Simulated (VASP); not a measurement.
Here is the system:

```yaml
crystal:
  lattice:
    - [3.51000, 0.00000, 0.00000]
    - [0.00000, 3.51000, 0.00000]
    - [0.00000, 0.00000, 3.51000]
  atoms:
    - { symbol: Si, position: [0.00000, 0.00000, 0.00000] }
    - { symbol: Ni, position: [0.00000, 0.50000, 0.50000] }
    - { symbol: Ni, position: [0.50000, 0.00000, 0.50000] }
    - { symbol: Ni, position: [0.50000, 0.50000, 0.00000] }
```

Method: PBE GGA + U (Dudarev), VASP's PBE PAW potentials (set 64) (plane waves; VASP 6.6.1). Settings: 400 eV cut-off, 8×8×8 Γ-centred mesh, first-order Methfessel-Paxton smearing of 0.10 eV, potentials Si Ni, U − J: Ni 4.00 eV.

**Question.** Give the stress tensor in GPa (positive for a compressed cell).

**Answer.** 
```
-10.75    0.00    0.00
  0.00  -10.75    0.00
  0.00    0.00  -10.75
```
The pressure is its mean diagonal, -10.75 GPa.

The compound is Ni3Si in the L1_2 structure. The cell was not relaxed at this level. The run is one of a series of settings (LDAU = .TRUE., LDAUJ = 0 0, LDAUL = -1 2, LDAUTYPE = 2, LDAUU = 0 4.0 against the base run), some of them coarse on purpose. The run is not spin-polarised, so no magnetic state was tried.
